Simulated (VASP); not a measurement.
Wanted: the native input for a VASP 6.6.1 run.

* Task: single point
* Functional: LDA
* Potentials or basis: VASP PAW LDA potentials, release 64 (Mg, Pb_d, N)
* Cutoff: 520 eV
* k mesh: 6 × 6 × 2
* Occupations: gaussian, width 0.1 eV
* Spin: no spin polarisation
* Dipole correction: no
* Further INCAR settings: ALGO = Fast; EDIFF = 1e-06; NBANDS = 28

The structure of MgPb2N2 lies in POSCAR:

```
MgPb2N2
1.0
    3.3917442120      0.0000000000      0.0000000000
   -1.6958721060      2.9373366507      0.0000000000
    0.0000000000      0.0000000000      9.2349600287
Mg Pb N
1 2 2
Direct
    0.0000000000      0.0000000000      0.0000000000
    0.6666666700      0.3333333300      0.2865500000
    0.3333333300      0.6666666700      0.7134500000
    0.6666666700      0.3333333300      0.8618210000
    0.3333333300      0.6666666700      0.1381790000
```

The cell comes from a database or a generator and needn't be the stable form of this composition.

One way to write it, as run:

INCAR

```
PREC     = Accurate       # precision mode
ENCUT    = 520            # plane-wave cutoff, eV
EDIFF    = 1E-6           # SCF threshold, eV
ISMEAR   = 0              # smearing method
SIGMA    = 0.1            # smearing width, eV
LREAL    = False          # projectors in reciprocal space
LASPH    = True           # aspherical terms in the spheres
NELM     = 60             # most SCF steps
ALGO     = Fast           # electronic algorithm
ISIF     = 2              # what is computed and relaxed
LWAVE    = False          # write WAVECAR
LCHARG   = False          # write CHGCAR
NBANDS   = 28             # bands
```

KPOINTS

```
Automatic mesh
0
Gamma
  6 6 2
```

Potentials or basis: VASP PAW LDA potentials, release 64 (Mg, Pb_d, N).

Run with:

```bash
$ cat potpaw_LDA.64/Mg/POTCAR potpaw_LDA.64/Pb_d/POTCAR potpaw_LDA.64/N/POTCAR > POTCAR
$ mpirun -np 1 vasp_std > vasp.out
```

Results of the run:

```yaml
Pressure: -6.4 GPa
Largest_force: 0.549 eV/Å
Band_gap_on_the_k_mesh: 0.61 eV, direct
```

Caveat: spin-orbit coupling is left out, which as a rule narrows the gap of such compounds by several tenths of an eV.

Wall time 43 s on 1 thread of Intel(R) Xeon(R) Platinum 8488C (Sapphire Rapids) (shared host), peak memory 0.2 GiB.
